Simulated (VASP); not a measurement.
Method: G0W0 on PBE orbitals, VASP's PBE PAW potentials (set 64) (plane waves; VASP 6.6.1).

A VASP calculation is set up with these files.

POSCAR:
```
CdS
2.9429550
  0.0000000000   1.0000000000   1.0000000000
  1.0000000000   0.0000000000   1.0000000000
  1.0000000000   1.0000000000   0.0000000000
Cd S
1 1
Cart
  0.0000000000   0.0000000000   0.0000000000
  0.5000000000   0.5000000000   0.5000000000
```

**KPOINTS**
```
Automatic mesh
0
G
4 4 4
```

### INCAR
```
SYSTEM = CdS
PREC = Normal
ENCUT = 500
ALGO = EVGW0
LREAL = .FALSE.
LASPH = .TRUE.
ISMEAR = 0
SIGMA = 0.01
GGA = PE
LWAVE = .FALSE.
LCHARG = .FALSE.
NELMGW = 1
NBANDS = 88
NOMEGA = 64
ENCUTGW = 170
NBANDSGW = 21
LSPECTRALGW = .TRUE.
```

POTCAR, in this order: Cd_sv_GW S_GW (PBE.64 set). Program: vasp_std. Read from the step before: WAVECAR, WAVEDER.

Output

File OSZICAR:
```
energies w=
    0.000    0.000    1.072    0.000    2.142    0.000    3.207    0.000
    4.266    0.000    5.317    0.000    6.358    0.000    7.388    0.000
    8.405    0.000    9.410    0.000   10.402    0.000   11.381    0.000
   12.347    0.000   13.300    0.000   14.241    0.000   15.171    0.000
   16.092    0.000   17.003    0.000   17.907    0.000   18.804    0.000
   19.697    0.000   20.587    0.000   21.476    0.000   22.365    0.000
   23.256    0.000   24.152    0.000   25.054    0.000   25.964    0.000
   26.886    0.000   27.821    0.000   28.773    0.000   29.744    0.000
   30.737    0.000   31.756    0.000   32.804    0.000   33.886    0.000
   35.007    0.000   36.172    0.000   37.386    0.000   38.656    0.000
   39.990    0.000   41.396    0.000   42.884    0.000   44.466    0.000
   46.154    0.000   47.964    0.000   49.915    0.000   52.029    0.000
   54.330    0.000   56.851    0.000   59.631    0.000   62.716    0.000
   66.166    0.000   70.055    0.000   74.478    0.000   79.558    0.000
   85.459    0.000   92.402    0.000  100.691    0.000  110.762    0.000
  123.253    0.000  139.149    0.000  160.043    0.000  188.697    0.000
NQ=   1    0.0000    0.0000    0.0000,
 performed        154000 updates of chi_q(r,r)
NQ=   2    0.2500    0.0000    0.0000,
 performed        411000 updates of chi_q(r,r)
NQ=   3    0.5000    0.0000    0.0000,
 performed        639000 updates of chi_q(r,r)
NQ=   4    0.2500    0.2500    0.0000,
 performed        896000 updates of chi_q(r,r)
NQ=   5    0.5000    0.2500    0.0000,
 performed       1235000 updates of chi_q(r,r)
NQ=   6   -0.2500    0.2500    0.0000,
 performed       1544000 updates of chi_q(r,r)
NQ=   7    0.5000    0.5000    0.0000,
 performed       1750000 updates of chi_q(r,r)
NQ=   8   -0.2500    0.5000    0.2500,
 performed       2000000 updates of chi_q(r,r)
 resolving degeneracies of screened two electron integrals
```

### OUTCAR
```


 k-point   1 :       0.0000    0.0000    0.0000
  band No.  KS-energies  QP-energies   sigma(KS)   V_xc(KS)     V^pw_x(r,r')   Z            occupation Imag(sigma)

      1     -98.6720    -103.7182     -39.6609     -32.0319     -55.4535       0.6614       2.0000       3.2510
      2     -59.7439     -63.1673     -35.8119     -31.0030     -49.0009       0.7119       2.0000       4.0874
      3     -59.7439     -63.1673     -35.8119     -31.0030     -49.0009       0.7119       2.0000       4.0874
      4     -59.7439     -63.1673     -35.8119     -31.0030     -49.0009       0.7119       2.0000       4.0874
      5      -9.5826     -10.3916     -14.2916     -13.1344     -21.0231       0.6991       2.0000       1.8845
      6      -5.0301      -6.4844     -25.9909     -24.0277     -31.7806       0.7407       2.0000       0.7386
      7      -5.0301      -6.4844     -25.9909     -24.0277     -31.7806       0.7407       2.0000       0.7386
      8      -5.0301      -6.4844     -25.9909     -24.0277     -31.7806       0.7407       2.0000       0.7386
      9      -4.5884      -6.0667     -27.2785     -25.2927     -33.0366       0.7444       2.0000       0.6430
     10      -4.5884      -6.0667     -27.2785     -25.2927     -33.0366       0.7444       2.0000       0.6430
     11       2.6197       2.0171     -15.9337     -15.1498     -18.0703       0.7688       2.0000       0.3472
     12       2.6197       2.0171     -15.9337     -15.1498     -18.0703       0.7688       2.0000       0.3472
     13       2.6197       2.0171     -15.9337     -15.1498     -18.0703       0.7688       2.0000       0.3472
     14       3.6922       4.1280     -10.0142     -10.5522      -6.6343       0.8099       0.0000      -0.2899
     15       9.1424       9.9088      -9.5101     -10.4605      -5.5997       0.8065       0.0000      -0.4221
     16       9.1424       9.9088      -9.5101     -10.4605      -5.5997       0.8065       0.0000      -0.4221
     17       9.1424       9.9088      -9.5101     -10.4605      -5.5997       0.8065       0.0000      -0.4221
     18      13.9038      14.4635      -8.2430      -8.9231      -3.4688       0.8229       0.0000      -0.7400
     19      13.9509      14.9667     -10.1937     -11.4645      -5.7250       0.7993       0.0000      -0.6383
     20      13.9509      14.9667     -10.1937     -11.4645      -5.7250       0.7993       0.0000      -0.6383
     21      15.8133      16.1931      -7.2564      -7.7156      -2.6532       0.8271       0.0000      -0.8442

 k-point   2 :       0.2500    0.0000    0.0000
  band No.  KS-energies  QP-energies   sigma(KS)   V_xc(KS)     V^pw_x(r,r')   Z            occupation Imag(sigma)

      1     -98.6722    -103.6821     -39.6613     -32.0320     -55.4538       0.6567       2.0000       3.2508
      2     -59.7444     -63.1387     -35.8119     -31.0028     -49.0003       0.7058       2.0000       4.0869
      3     -59.7444     -63.1387     -35.8119     -31.0028     -49.0003       0.7058       2.0000       4.0869
      4     -59.7444     -63.1387     -35.8119     -31.0028     -49.0003       0.7058       2.0000       4.0869
      5      -9.3807     -10.1812     -14.7153     -13.5690     -21.4093       0.6983       2.0000       1.8219
      6      -4.9642      -6.4193     -26.1699     -24.2074     -31.9617       0.7415       2.0000       0.7301
      7      -4.9642      -6.4193     -26.1699     -24.2074     -31.9617       0.7415       2.0000       0.7301
      8      -4.7923      -6.2414     -25.6548     -23.7165     -31.3453       0.7476       2.0000       0.7364
      9      -4.5845      -6.0657     -27.2806     -25.2962     -33.0443       0.7464       2.0000       0.6452
     10      -4.5845      -6.0657     -27.2806     -25.2962     -33.0443       0.7464       2.0000       0.6452
     11       0.1871      -0.6277     -14.6324     -13.5739     -17.0562       0.7697       2.0000       0.4703
     12       2.2434       1.5938     -15.5003     -14.6544     -17.6873       0.7680       2.0000       0.3658
     13       2.2434       1.5938     -15.5003     -14.6544     -17.6873       0.7680       2.0000       0.3658
     14       5.3288       5.8962     -10.4028     -11.1092      -6.9042       0.8032       0.0000      -0.3229
     15       8.8555       9.4959      -9.5687     -10.3676      -5.6418       0.8016       0.0000      -0.4421
     16       9.6301      10.4144      -9.6219     -10.5978      -5.6172       0.8037       0.0000      -0.4516
     17       9.6301      10.4144      -9.6219     -10.5978      -5.6172       0.8037       0.0000      -0.4516
     18      13.1451      13.9539      -9.4296     -10.4326      -5.1093       0.8063       0.0000      -0.6000
     19      13.1451      13.9539      -9.4296     -10.4326      -5.1093       0.8063       0.0000      -0.6000
     20      13.8413      14.1428      -7.1908      -7.5574      -2.7181       0.8224       0.0000      -0.6906
     21      17.4193      18.1563      -8.5374      -9.4289      -3.5921       0.8267       0.0000      -0.9595

 k-point   3 :       0.5000    0.0000    0.0000
  band No.  KS-energies  QP-energies   sigma(KS)   V_xc(KS)     V^pw_x(r,r')   Z            occupation Imag(sigma)

      1     -98.6722    -103.7008     -39.6615     -32.0320     -55.4538       0.6591       2.0000       3.2505
      2     -59.7445     -63.1204     -35.8120     -31.0025     -48.9996       0.7019       2.0000       4.0863
      3     -59.7445     -63.1204     -35.8120     -31.0025     -48.9996       0.7019       2.0000       4.0863
      4     -59.7445     -63.1204     -35.8120     -31.0025     -48.9996       0.7019       2.0000       4.0863
      5      -9.1791      -9.9781     -15.2724     -14.1307     -21.9361       0.6999       2.0000       1.7509
      6      -4.9188      -6.3764     -26.2858     -24.3205     -32.0706       0.7416       2.0000       0.7205
      7      -4.9188      -6.3764     -26.2858     -24.3205     -32.0706       0.7416       2.0000       0.7205
      8      -4.5534      -6.0321     -27.3897     -25.4102     -33.1721       0.7470       2.0000       0.6476
      9      -4.5534      -6.0321     -27.3897     -25.4102     -33.1721       0.7470       2.0000       0.6476
     10      -4.2303      -5.6396     -26.7775     -24.8894     -32.4997       0.7464       2.0000       0.6840
     11      -1.6234      -2.6265     -12.7101     -11.4011     -15.5649       0.7664       2.0000       0.6781
     12       1.9063       1.2143     -15.1022     -14.2005     -17.3476       0.7674       2.0000       0.3857
     13       1.9063       1.2143     -15.1022     -14.2005     -17.3476       0.7674       2.0000       0.3857
     14       5.5769       6.1946     -10.1501     -10.9133      -6.5424       0.8094       0.0000      -0.3299
     15       9.6024      10.3323      -9.5074     -10.4125      -5.5825       0.8065       0.0000      -0.4451
     16       9.6024      10.3323      -9.5074     -10.4125      -5.5825       0.8065       0.0000      -0.4451
     17       9.9918      10.5460      -9.3665     -10.0657      -5.0687       0.7926       0.0000      -0.5723
     18      13.5666      13.9652      -7.5338      -8.0202      -2.9459       0.8195       0.0000      -0.6946
     19      14.9023      15.9889      -9.9310     -11.2868      -5.1227       0.8014       0.0000      -0.7588
     20      14.9023      15.9889      -9.9310     -11.2868      -5.1227       0.8014       0.0000      -0.7588
     21      16.2058      17.2958      -9.7754     -11.1137      -4.7539       0.8144       0.0000      -0.9216

 k-point   4 :       0.2500    0.2500    0.0000
  band No.  KS-energies  QP-energies   sigma(KS)   V_xc(KS)     V^pw_x(r,r')   Z            occupation Imag(sigma)

      1     -98.6721    -103.7088     -39.6613     -32.0319     -55.4537       0.6602       2.0000       3.2507
      2     -59.7443     -63.1461     -35.8120     -31.0027     -49.0000       0.7074       2.0000       4.0866
      3     -59.7443     -63.1461     -35.8120     -31.0027     -49.0000       0.7074       2.0000       4.0866
      4     -59.7443     -63.1461     -35.8120     -31.0027     -49.0000       0.7074       2.0000       4.0866
      5      -9.3152     -10.1146     -14.8632     -13.7198     -21.5459       0.6991       2.0000       1.8017
      6      -4.8823      -6.3388     -26.4045     -24.4446     -32.2053       0.7432       2.0000       0.7214
      7      -4.8823      -6.3388     -26.4045     -24.4446     -32.2053       0.7432       2.0000       0.7214
      8      -4.8600      -6.3123     -25.3805     -23.4318     -31.0387       0.7452       2.0000       0.7390
      9      -4.6012      -6.0688     -26.9358     -24.9659     -32.6753       0.7450       2.0000       0.6601
     10      -4.5485      -6.0313     -27.3886     -25.4043     -33.1597       0.7473       2.0000       0.6423
     11       0.3396      -0.4334     -15.2156     -14.2134     -17.6031       0.7712       2.0000       0.4524
     12       1.6504       0.9299     -14.8474     -13.9077     -17.1159       0.7668       2.0000       0.3978
     13       1.6504       0.9299     -14.8474     -13.9077     -17.1159       0.7668       2.0000       0.3978
     14       6.1399       6.7099     -10.5491     -11.2645      -7.0278       0.7968       0.0000      -0.3494
     15       7.4356       8.0774      -9.4977     -10.2880      -5.7960       0.8120       0.0000      -0.3696
     16      10.6747      11.5148      -9.8711     -10.9216      -5.6109       0.7996       0.0000      -0.5292
     17      10.6747      11.5148      -9.8711     -10.9216      -5.6109       0.7996       0.0000      -0.5292
     18      11.0030      11.4885      -8.6490      -9.2473      -4.6888       0.8115       0.0000      -0.4971
     19      14.2626      15.3025      -9.8233     -11.1228      -5.2207       0.8002       0.0000      -0.6609
     20      17.0549      17.7448      -8.2547      -9.0935      -3.3945       0.8226       0.0000      -0.9000
     21      17.8524      18.5585      -8.2949      -9.1507      -3.3563       0.8250       0.0000      -0.9713

 k-point   5 :       0.5000    0.2500    0.0000
  band No.  KS-energies  QP-energies   sigma(KS)   V_xc(KS)     V^pw_x(r,r')   Z            occupation Imag(sigma)

      1     -98.6720    -103.7402     -39.6614     -32.0319     -55.4536       0.6643       2.0000       3.2504
      2     -59.7440     -63.1654     -35.8121     -31.0024     -48.9992       0.7114       2.0000       4.0859
      3     -59.7440     -63.1654     -35.8121     -31.0024     -48.9992       0.7114       2.0000       4.0859
      4     -59.7440     -63.1654     -35.8121     -31.0024     -48.9992       0.7114       2.0000       4.0859
      5      -9.1181      -9.9197     -15.4319     -14.2912     -22.0874       0.7027       2.0000       1.7318
...
```
(Selected blocks of OUTCAR.)

The mesh is coarse and the basis finite, so the quasiparticle values are not converged. VASP warned that its frequency grid is unfit for quasiparticle energies.

The structure comes from a computed database's CdS entry (F-43m); how it stands against other phases isn't given here. The cell was not relaxed at this level. The k-mesh is coarse (spacing up to 0.46 per Å, 2π included), so the numbers may not be converged in it.
